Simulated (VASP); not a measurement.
## P2W: vacancies and antisites compared

Aim: formation energies of the vacancies and antisites of P2W, in the two limits of its composition. The start is a cell from a database of measured crystal structures.

Method: PBEsol; plane waves and PAW (W, P), in the first sound run; inputs show where later runs differ, in VASP 6.6.1.

This is a report of a sequence of runs, with most program output left out.

**1. The host crystal**

It takes space group Cmc2_1 (No. 36, orthorhombic). Conventional cell: a = 3.165 Å, b = 11.160 Å, c = 4.973 Å, α = 90.00°, β = 90.00°, γ = 90.00°. Nearest to W lie 7 P at 2.48 to 2.49 Å. P has 1 P at 2.15 Å and 3 W at 2.49 Å nearest. Nearest to P lie 1 P at 2.15 Å and 4 W at 2.48 to 2.49 Å. Farther neighbours are not listed.

**2. Relaxing the host crystal**

The later steps need the crystal at this functional's own lattice; a raised cutoff keeps the stress reliable while the cell changes.

INCAR

```
SYSTEM = P2W
PREC = Accurate
ENCUT = 350
EDIFF = 1E-06
NELM = 120
ISMEAR = 0
SIGMA = 0.05
LREAL = .FALSE.
ALGO = Normal
GGA = PS
NBANDS = 22
LORBIT = 11
LWAVE = .FALSE.
LCHARG = .FALSE.
KPAR = 8
IBRION = 2
NSW = 40
ISIF = 3
EDIFFG = -0.02
POTIM = 0.4
```

POSCAR

```
P2W
1.0
    1.5824500000     -5.5799500000      0.0000000000
    1.5824500000      5.5799500000      0.0000000000
    0.0000000000      0.0000000000      4.9732000000
W P
2 4
Direct
    0.0931400000      0.9068600000      0.5000000000
    0.9068600000      0.0931400000      0.0000000000
    0.2980000000      0.7020000000      0.3003000000
    0.7020000000      0.2980000000      0.8003000000
    0.4299000000      0.5701000000      0.6167000000
    0.5701000000      0.4299000000      0.1167000000
```

KPOINTS

```
Automatic mesh
0
Gamma
6 6 4
0 0 0
```

Potentials, in the order of the species: W and P (PBE family, release 64).

Run with:

```bash
$ mpirun -np 8 vasp_std
```

Wall time 50 s (8 MPI ranks of Intel Xeon Platinum 8488C (Sapphire Rapids), shared host); peak memory 1.9 GiB; 6.2 min of CPU time.

The k-mesh is coarse for a metal. The PAW data sets were made with PBE, which is usual practice but a small mismatch for other functionals. The data set W keeps the semicore shell frozen, which is cheaper and a little less accurate. The run keeps the 4 symmetry operations of its start, so it cannot find a distortion of lower symmetry.

Relaxation path:

| step | energy less that of the first step (eV) | largest force (eV/Å) | pressure (GPa) | volume (Å³) |
| --- | --- | --- | --- | --- |
| 1 | 0.0000 | 0.1656 | -2.49 | 87.83 |
| 2 | 0.0040 | 0.1686 | 3.51 | 85.54 |
| 3 | -0.0093 | 0.1585 | 0.17 | 86.77 |
| 4 | -0.0107 | 0.0630 | -0.01 | 86.79 |
| 5 | -0.0108 | 0.0837 | -0.07 | 86.79 |
| 6 | -0.0114 | 0.0359 | -0.04 | 86.74 |
| 7 | -0.0114 | 0.0107 | -0.02 | 86.71 |

```
conventional cell, symmetrised  before   after  change
                         a (Å)   3.165   3.153  -0.4 %
                         b (Å)  11.160  11.123  -0.3 %
                         c (Å)   4.973   4.945  -0.6 %
              volume (Å³/atom)   14.64   14.45  -1.3 %
```

The atoms that moved most (Å, as changes of fractional coordinates times the final cell):

```
atom     dx      dy      dz  length
  P4  0.000  -0.014  -0.005   0.015
  P3  0.000   0.014  -0.005   0.015
```

The relaxed structure:

```cif
data_structure
_symmetry_space_group_name_H-M 'P 1'
_symmetry_Int_Tables_number 1
_cell_length_a 5.7806
_cell_length_b 5.7806
_cell_length_c 4.9447
_cell_angle_alpha 90.000
_cell_angle_beta 90.000
_cell_angle_gamma 148.346
_cell_volume 86.71
loop_
_atom_site_label
_atom_site_type_symbol
_atom_site_fract_x
_atom_site_fract_y
_atom_site_fract_z
_atom_site_occupancy
W1 W 0.09283 0.90717 0.50048 1
W2 W 0.90717 0.09283 0.00048 1
P3 P 0.29674 0.70326 0.29936 1
P4 P 0.70326 0.29674 0.79936 1
P5 P 0.42966 0.57034 0.61716 1
P6 P 0.57034 0.42966 0.11716 1
```

This step gave:

* electronic cycles: 47
* electrons: 32
* free energy (TOTEN): -53.6469 eV
* energy at zero smearing: -53.6459 eV
* Fermi energy: 9.366 eV
* labelled metallic, from the levels on this mesh: yes

The run ended after 7 ionic steps, 0.011 eV below its first step, once forces and stress met EDIFFG = -0.02.

**3. The perfect supercell**

System of this step: P2W. Symmetry: Cmc2_1, No. 36, orthorhombic system. Conventional cell: a = 3.153 Å, b = 11.123 Å, c = 4.945 Å, α = 90.00°, β = 90.00°, γ = 90.00°. W has 7 P at 2.47 to 2.49 Å nearest. Nearest to P lie 1 P at 2.16 Å and 3 W at 2.48 to 2.49 Å. Nearest to P lie 1 P at 2.16 Å and 4 W at 2.47 to 2.48 Å. Farther neighbours are not listed.

The same cell, mesh and cutoff without the defect give the energy to subtract and, in a gapped host, the band edges to count from, so that most errors cancel.

INCAR

```
SYSTEM = P2W
PREC = Normal
ENCUT = 300
EDIFF = 1E-05
NELM = 120
ISMEAR = 1
SIGMA = 0.2
LREAL = Auto
ALGO = Fast
GGA = PS
LORBIT = 11
LWAVE = .FALSE.
LCHARG = .FALSE.
KPAR = 4
NCORE = 2
```

POSCAR

```
P2W
1.0
    1.5765670832      5.5614396217      4.9446557698
    1.5765670832     -5.5614396217      4.9446557698
    9.4594024992      0.0000000000      0.0000000000
W P
12 24
Direct
    0.6574061894      0.8430688428      0.0832541613
    0.6574061894      0.8430688428      0.4165874946
    0.1574061894      0.3430688428      0.2499208280
    0.6574061894      0.8430688428      0.7499208280
    0.1574061894      0.3430688428      0.5832541613
    0.1574061894      0.3430688428      0.9165874946
    0.5930688428      0.4074061894      0.1665874946
    0.5930688428      0.4074061894      0.4999208280
    0.0930688428      0.9074061894      0.3332541613
    0.5930688428      0.4074061894      0.8332541613
    0.0930688428      0.9074061894      0.6665874946
    0.0930688428      0.9074061894      0.9999208280
    0.3529419184      0.9464204016      0.1167729467
    0.3529419184      0.9464204016      0.4501062800
    0.8529419184      0.4464204016      0.2834396133
    0.3529419184      0.9464204016      0.7834396133
    0.8529419184      0.4464204016      0.6167729467
    0.8529419184      0.4464204016      0.9501062800
    0.1964204016      0.6029419184      0.0334396133
    0.1964204016      0.6029419184      0.3667729467
    0.6964204016      0.1029419184      0.2001062800
    0.1964204016      0.6029419184      0.7001062800
    0.6964204016      0.1029419184      0.5334396133
    0.6964204016      0.1029419184      0.8667729467
    0.3789243230      0.2382383248      0.0638062254
    0.3789243230      0.2382383248      0.3971395587
    0.8789243230      0.7382383248      0.2304728920
    0.3789243230      0.2382383248      0.7304728920
    0.8789243230      0.7382383248      0.5638062254
    0.8789243230      0.7382383248      0.8971395587
    0.9882383248      0.1289243230      0.1471395587
    0.9882383248      0.1289243230      0.4804728920
    0.4882383248      0.6289243230      0.3138062254
    0.9882383248      0.1289243230      0.8138062254
    0.4882383248      0.6289243230      0.6471395587
    0.4882383248      0.6289243230      0.9804728920
```

KPOINTS

```
Automatic mesh
0
Gamma
3 3 3
0 0 0
```

Run with:

```bash
$ mpirun -np 8 vasp_std
```

It took 38 s on 8 MPI ranks; peak memory 1.9 GiB; 4.6 min of CPU time.

This step gave:

| Quantity | Value |
| --- | --- |
| electronic cycles | 18 |
| electrons | 192 |
| free energy (TOTEN) | -321.8748 eV |
| energy at zero smearing | -321.8740 eV |
| Fermi energy | 9.360 eV |

Force (size) by element, in eV/Å:

```
element  atoms    mean  spread (r.m.s.)   least  largest
      W     12  0.0856           0.0000  0.0856   0.0856
      P     24  0.0173           0.0011  0.0162   0.0184
```

The atoms with the largest values:

| atom | x, y, z (Å) | force (eV/Å) |
| --- | --- | --- |
| W1 | 3.15, -1.03, 7.42 | 0.0012, -0.0856, 0.0021 |
| W2 | 6.31, -1.03, 7.42 | 0.0012, -0.0856, 0.0021 |
| W3 | 3.15, -1.03, 2.47 | 0.0012, -0.0856, 0.0021 |
| W4 | 9.46, -1.03, 7.42 | 0.0012, -0.0856, 0.0021 |
| W5 | 6.31, -1.03, 2.47 | 0.0012, -0.0856, 0.0021 |
| W6 | 9.46, -1.03, 2.47 | 0.0012, -0.0856, 0.0021 |
| W7 | 3.15, 1.03, 4.95 | 0.0012, 0.0856, 0.0021 |
| W8 | 6.31, 1.03, 4.95 | 0.0012, 0.0856, 0.0021 |

The host is treated as a metal, as its relaxation found a gap under 0.3 eV or none, and only the neutral defect is run.

**4. Reference P**

This step: PBEsol; plane waves and PAW (P) (VASP 6.6.1).

System of this step: P. Symmetry: Cmce, No. 64, orthorhombic system. Conventional cell: a = 3.295 Å, b = 10.930 Å, c = 4.544 Å, α = 90.00°, β = 90.00°, γ = 90.00°. Nearest to P lie 3 P at 2.20 to 2.25 Å.

The reference for P is its crystal, relaxed at the cutoff of the large cell.

INCAR

```
SYSTEM = P
PREC = Normal
ENCUT = 300
EDIFF = 1E-05
NELM = 120
ISMEAR = 0
SIGMA = 0.1
LREAL = Auto
ALGO = Fast
GGA = PS
NBANDS = 16
LORBIT = 11
LWAVE = .FALSE.
LCHARG = .FALSE.
KPAR = 8
IBRION = 2
NSW = 25
ISIF = 3
EDIFFG = -0.02
POTIM = 0.4
```

POSCAR

```
P
1.0
    1.6477431241     -5.4650377251      0.0000000000
    1.6477431241      5.4650377251      0.0000000000
    0.0000000000      0.0000000000      4.5436355900
P
4
Direct
    0.4041431300      0.5958568700      0.9111848300
    0.5958568700      0.4041431300      0.0888151700
    0.0958568700      0.9041431300      0.4111848300
    0.9041431300      0.0958568700      0.5888151700
```

KPOINTS

```
Automatic mesh
0
Gamma
8 8 6
0 0 0
```

PAW data sets: P (PBE family, release 64).

Run with:

```bash
$ mpirun -np 8 vasp_std
```

Wall time 38 s (8 MPI ranks); peak memory 1.3 GiB; 4.5 min of CPU time.

After so large a change of volume the plane waves of the start cell no longer fit, so the final stress carries a basis-set error. The run keeps the 8 symmetry operations of its start, so it cannot find a distortion of lower symmetry.

Step by step:

```csv
step,energy less that of the first step (eV),largest force (eV/Å),pressure (GPa),volume (Å³)
1,0.0000,0.2865,-0.93,81.83
2,-0.0153,0.2077,-0.47,80.71
3,-0.0202,0.2850,0.47,78.39
4,-0.0227,0.2207,0.17,79.24
5,-0.0346,0.1342,-0.14,78.64
6,-0.0508,0.0504,-0.71,77.27
7,-0.0416,0.3747,-1.64,74.53
8,-0.0545,0.1365,-0.99,76.43
9,-0.0647,0.1037,-0.78,75.60
10,-0.0837,0.0241,-0.11,73.14
11,-0.0678,0.2836,1.98,68.25
12,-0.0865,0.1028,0.53,71.55
13,-0.0883,0.0592,-0.02,71.51
14,-0.0883,0.0609,-0.21,71.49
15,-0.0884,0.0603,-0.13,71.50
16,-0.0890,0.0368,-0.15,71.40
17,-0.0898,0.0384,-0.15,71.13
18,-0.0903,0.0268,-0.03,70.99
19,-0.0907,0.0104,0.21,70.70
20,-0.0909,0.0193,0.09,70.79
```

```csv
"conventional cell, symmetrised",before,after,change
a (Å),3.295,3.317,+0.7 %
b (Å),10.930,10.258,-6.2 %
c (Å),4.544,4.161,-8.4 %
volume (Å³/atom),20.46,17.70,-13.5 %
```

The atoms that moved most (Å, as changes of fractional coordinates times the final cell):

| atom | dx | dy | dz | length |
| --- | --- | --- | --- | --- |
| P1 | 0.000 | 0.102 | 0.073 | 0.126 |
| P2 | 0.000 | -0.102 | -0.073 | 0.126 |
| P4 | 0.000 | 0.102 | -0.073 | 0.126 |
| P3 | 0.000 | -0.102 | 0.073 | 0.126 |

Final coordinates:

```xyz
4
Lattice="1.6585 -5.1289 0.0000 1.6585 5.1289 0.0000 0.0000 0.0000 4.1612" Properties=species:S:1:pos:R:3 pbc="T T T"
P     1.6585    1.0855    3.8648
P     1.6585   -1.0855    0.2964
P     1.6585    4.0433    1.7842
P     1.6585   -4.0433    2.3770
```

This step gave:

```yaml
electronic_cycles: 121
electrons: 20
free_energy_toten: -23.03 eV
energy_at_zero_smearing: -23.03 eV
fermi_energy: 7.268 eV
```

The run ended after 20 ionic steps, 0.091 eV below its first step, once forces and stress met EDIFFG = -0.02.

Energy at zero smearing: -23.03176 eV.

**5. Reference W**

This step: PBEsol; plane waves and PAW (W) (VASP 6.6.1).

System of this step: W. The structure is cubic, space group Im-3m (No. 229). Conventional cell: a = 3.160 Å, b = 3.160 Å, c = 3.160 Å, α = 90.00°, β = 90.00°, γ = 90.00°. W has 8 W at 2.74 Å nearest.

The reference for W is its crystal, relaxed at the cutoff of the large cell.

INCAR: that of step 4 with these lines changed.

```diff
@@ -1,2 +1,2 @@
-SYSTEM = P
+SYSTEM = W
 PREC = Normal
@@ -5,3 +5,3 @@
 NELM = 120
-ISMEAR = 0
+ISMEAR = 1
 SIGMA = 0.1
@@ -10,3 +10,3 @@
 GGA = PS
-NBANDS = 16
+NBANDS = 9
 LORBIT = 11
```

POSCAR

```
W
1.0
   -1.5800000000      1.5800000000      1.5800000000
    1.5800000000     -1.5800000000      1.5800000000
    1.5800000000      1.5800000000     -1.5800000000
W
1
Direct
    0.0000000000      0.0000000000      0.0000000000
```

KPOINTS

```
Automatic mesh
0
Gamma
12 12 12
0 0 0
```

Potentials, in the order of the species: W (PBE family, release 64).

Run with:

```bash
$ mpirun -np 8 vasp_std
```

Run time: 5 s. Hardware: 8 MPI ranks; peak memory 0.76 GiB; 13 s of CPU time.

The run keeps the 48 symmetry operations of its start, so it cannot find a distortion of lower symmetry.

Relaxation path:

```csv
step,energy less that of the first step (eV),largest force (eV/Å),pressure (GPa),volume (Å³)
1,0.0000,0.0000,-5.57,15.78
2,0.0314,0.0000,16.82,14.80
3,-0.0051,0.0000,-0.28,15.51
4,-0.0051,0.0000,-0.06,15.50
```

```csv
"conventional cell, symmetrised",before,after,change
a (Å),3.160,3.141,-0.6 %
b (Å),3.160,3.141,-0.6 %
c (Å),3.160,3.141,-0.6 %
volume (Å³/atom),15.78,15.50,-1.8 %
```

The relaxed structure:

```xyz
1
Lattice="-1.5707 1.5707 1.5707 1.5707 -1.5707 1.5707 1.5707 1.5707 -1.5707" Properties=species:S:1:pos:R:3 pbc="T T T"
W     0.0000    0.0000    0.0000
```

Numbers from this step:

```yaml
electronic_cycles: 28
electrons: 6
free_energy_toten: -13.88 eV
energy_at_zero_smearing: -13.88 eV
fermi_energy: 7.828 eV
```

The run ended after 4 ionic steps, 0.005 eV below its first step, once forces and stress met EDIFFG = -0.02.

Energy at zero smearing: -13.87917 eV.

**6. Relaxing the defect, 35 atoms, defect W vacancy**

This step: PBEsol; plane waves and PAW (W, P) (VASP 6.6.1).

System of this step: P24W11. The cell holds 35 atoms: 11 W and 24 P. Its edges and angles: a = 7.607 Å, b = 7.607 Å, c = 9.459 Å, α = 78.0°, β = 78.0°, γ = 94.0°. It derives from P2W. Nearest the centre at fractional (0.657, 0.843, 0.083): P26 at 2.47 Å, P29 at 2.47 Å, P12 at 2.48 Å, P35 at 2.48 Å, P32 at 2.48 Å, P23 at 2.49 Å, P20 at 2.49 Å, W1 at 3.15 Å.

The host is treated as a metal, since its gap is under 0.3 eV or closed. The atoms relax at the host's fixed cell.

INCAR

```
SYSTEM = P24W11
PREC = Normal
ENCUT = 300
EDIFF = 1E-05
NELM = 120
ISMEAR = 1
SIGMA = 0.2
LREAL = Auto
ALGO = Fast
GGA = PS
LORBIT = 11
LWAVE = .FALSE.
LCHARG = .TRUE.
KPAR = 4
NCORE = 2
IBRION = 2
NSW = 50
ISIF = 2
EDIFFG = -0.03
POTIM = 0.4
MAXMIX = 40
ISYM = 2
```

POSCAR

```
P24W11
1.0
    1.5765670832      5.5614396217      4.9446557698
    1.5765670832     -5.5614396217      4.9446557698
    9.4594024992      0.0000000000      0.0000000000
W P
11 24
Direct
    0.6574061900      0.8430688400      0.4165874900
    0.1574061900      0.3430688400      0.2499208300
    0.6574061900      0.8430688400      0.7499208300
    0.1574061900      0.3430688400      0.5832541600
    0.1574061900      0.3430688400      0.9165874900
    0.5930688400      0.4074061900      0.1665874900
    0.5930688400      0.4074061900      0.4999208300
    0.0930688400      0.9074061900      0.3332541600
    0.5930688400      0.4074061900      0.8332541600
    0.0930688400      0.9074061900      0.6665874900
    0.0930688400      0.9074061900      0.9999208300
    0.3529419200      0.9464204000      0.1167729500
    0.3529419200      0.9464204000      0.4501062800
    0.8529419200      0.4464204000      0.2834396100
    0.3529419200      0.9464204000      0.7834396100
    0.8529419200      0.4464204000      0.6167729500
    0.8529419200      0.4464204000      0.9501062800
    0.1964204000      0.6029419200      0.0334396100
    0.1964204000      0.6029419200      0.3667729500
    0.6964204000      0.1029419200      0.2001062800
    0.1964204000      0.6029419200      0.7001062800
    0.6964204000      0.1029419200      0.5334396100
    0.6964204000      0.1029419200      0.8667729500
    0.3789243200      0.2382383200      0.0638062300
    0.3789243200      0.2382383200      0.3971395600
    0.8789243200      0.7382383200      0.2304728900
    0.3789243200      0.2382383200      0.7304728900
    0.8789243200      0.7382383200      0.5638062300
    0.8789243200      0.7382383200      0.8971395600
    0.9882383200      0.1289243200      0.1471395600
    0.9882383200      0.1289243200      0.4804728900
    0.4882383200      0.6289243200      0.3138062300
    0.9882383200      0.1289243200      0.8138062300
    0.4882383200      0.6289243200      0.6471395600
    0.4882383200      0.6289243200      0.9804728900
```

KPOINTS

```
Automatic mesh
0
Gamma
3 3 3
0 0 0
```

Potentials, in the order of the species: W and P (PBE family, release 64).

Run with:

```bash
$ mpirun -np 8 vasp_std
```

Run time: 4.7 min. Hardware: 8 MPI ranks; peak memory 2.4 GiB.

Relaxation path:

```
step  energy less that of the first step (eV)  largest force (eV/Å)
   1                                   0.0000                1.0185
   2                                  -0.1718                0.4692
   3                                  -0.1990                0.4979
   4                                  -0.2914                0.3369
   5                                  -0.3323                0.3181
   6                                  -0.3641                0.2362
   7                                  -0.3642                0.2305
   8                                  -0.3792                0.1893
   9                                  -0.3820                0.1717
  10                                  -0.3922                0.1089
  11                                  -0.3925                0.0991
  12                                  -0.3977                0.0714
  13                                  -0.3982                0.0755
  14                                  -0.4002                0.0434
  15                                  -0.4002                0.0433
  16                                  -0.4008                0.0212
```

The atoms that moved most (Å):

```
atom      dx      dy      dz  length
 P23   0.202  -0.022  -0.052   0.210
 P20  -0.189  -0.008  -0.052   0.196
 P35   0.060   0.038   0.101   0.124
 P32  -0.062   0.037   0.082   0.109
 P12   0.023   0.075  -0.044   0.090
 P30  -0.072  -0.022  -0.032   0.082
 P33   0.074  -0.022  -0.030   0.082
 P24  -0.002   0.011  -0.077   0.078
```

The relaxed structure:

```xyz
35
Lattice="1.5766 5.5614 4.9447 1.5766 -5.5614 4.9447 9.4594 0.0000 0.0000" Properties=species:S:1:pos:R:3 pbc="T T T"
W     6.2788   -1.0133    7.4212
W     3.1322   -1.0454    2.4364
W     9.4774   -1.0163    7.4289
W     6.3176   -1.0450    2.4519
W     9.4705   -1.0409    2.4941
W     3.1408    1.0308    4.8806
W     6.3049    1.0063    4.9428
W     4.7285   -4.5406    4.9362
W     9.4718    1.0198    4.9380
W     7.8793   -4.5428    4.9467
W    11.0338   -4.5074    4.9697
P     3.1763   -3.2254    6.3812
P     6.2922   -3.2893    6.4152
P     4.6879    2.2251    6.4149
P     9.4542   -3.2927    6.4460
P     7.8977    2.2569    6.3992
P    11.0679    2.2106    6.4478
P     1.5863   -2.2126    4.0108
P     4.7206   -2.2187    3.9835
P     2.9643    3.2928    3.9007
P     7.8828   -2.2684    3.9607
P     6.2963    3.2779    3.9488
P     9.6617    3.2784    3.9004
P     1.5749    0.7932    2.9747
P     4.7252    0.7666    3.0280
P     4.7411    0.7980    8.0488
P     7.8859    0.7792    3.0574
P     7.8783    0.8065    7.9956
P    11.0355    0.7696    8.0642
P     3.0807    4.7568    5.4916
P     6.2984    4.7464    5.5166
P     4.6677   -0.7457    5.6062
P     9.5329    4.7571    5.4942
P     7.8922   -0.7910    5.5390
P    11.0955   -0.7439    5.6252
```

This step gave:

```
electronic cycles       : 116
electrons               : 186
free energy (TOTEN)     : -304.8715 eV
energy at zero smearing : -304.8739 eV
Fermi energy            : 8.780 eV
```

Valence density in the bc plane at fractional x = 0.657, through the centre, with atoms of W and P within 0.45 Å of it. It is the smooth field of the valence electrons, not physical close to the nuclei.

Values in e/Å³, 13 rows by 16 columns, each cell a mean:
```
0.58 0.55 0.57 0.39 0.23 0.25 0.33 0.31 0.25 0.24 0.28 0.28 0.21 0.13 0.14 0.30
0.70 0.38 0.58 0.70 0.46 0.50 0.58 0.52 0.35 0.24 0.26 0.33 0.36 0.31 0.28 0.43
0.42 0.45 0.43 0.38 0.34 0.49 0.61 0.60 0.44 0.25 0.24 0.37 0.57 0.63 0.56 0.44
0.27 0.18 0.12 0.11 0.14 0.24 0.37 0.39 0.30 0.23 0.24 0.34 0.54 0.71 0.66 0.48
0.53 0.48 0.31 0.18 0.15 0.21 0.30 0.29 0.23 0.22 0.25 0.29 0.32 0.36 0.39 0.45
0.72 0.45 0.58 0.58 0.36 0.40 0.48 0.42 0.29 0.23 0.25 0.29 0.30 0.27 0.28 0.45
0.65 0.58 0.61 0.65 0.46 0.54 0.63 0.61 0.45 0.25 0.24 0.34 0.47 0.51 0.46 0.46
0.33 0.30 0.26 0.22 0.21 0.31 0.46 0.48 0.37 0.25 0.24 0.38 0.61 0.76 0.68 0.48
0.32 0.23 0.14 0.10 0.13 0.21 0.29 0.30 0.25 0.24 0.27 0.33 0.42 0.46 0.50 0.44
0.68 0.59 0.49 0.33 0.24 0.31 0.39 0.35 0.27 0.24 0.26 0.27 0.24 0.20 0.24 0.44
0.62 0.31 0.59 0.70 0.48 0.56 0.62 0.56 0.37 0.21 0.16 0.13 0.09 0.07 0.11 0.32
0.35 0.52 0.54 0.43 0.32 0.43 0.56 0.55 0.40 0.20 0.12 0.07 0.04 0.03 0.05 0.13
0.26 0.34 0.27 0.17 0.15 0.22 0.32 0.33 0.28 0.24 0.20 0.14 0.07 0.04 0.05 0.12
```
Columns run along b (7.6 Å), rows up along c (9.5 Å). Atoms in or near the plane, at fractional coordinates: W at (0.84, 0.41), W at (0.84, 0.75), P at (0.10, 0.18), P at (0.10, 0.53), P at (0.10, 0.89).

The run ended after 16 ionic steps, 0.401 eV below its first step, once the forces on the free atoms met EDIFFG = -0.03.

The 7 first neighbours (P) lie 2.48 Å from the site in the perfect crystal and 2.41 Å on average after the relaxation (-2.9 %, spread from 2.34 to 2.50 Å).

[end of part 1 of 3]

[Lines on the potential files, build, host, timing and source positions are cut from VASP's logs without a mark.]

[Logs are printed without paths, hosts, clocks, repeated set-up lines and the standing remarks that a program may print on its own settings, such as how far it seeks lower states.]

[Hosts, paths, dates, database ids (printed as entryN), source tags and the programs' standing remarks are cut or masked in the printed files.]

[In band tables of VASP the shares of atoms and orbitals are scaled to a sum of 1 inside the atoms' spheres.]

[Runs that stopped without an error message from VASP are left out.]
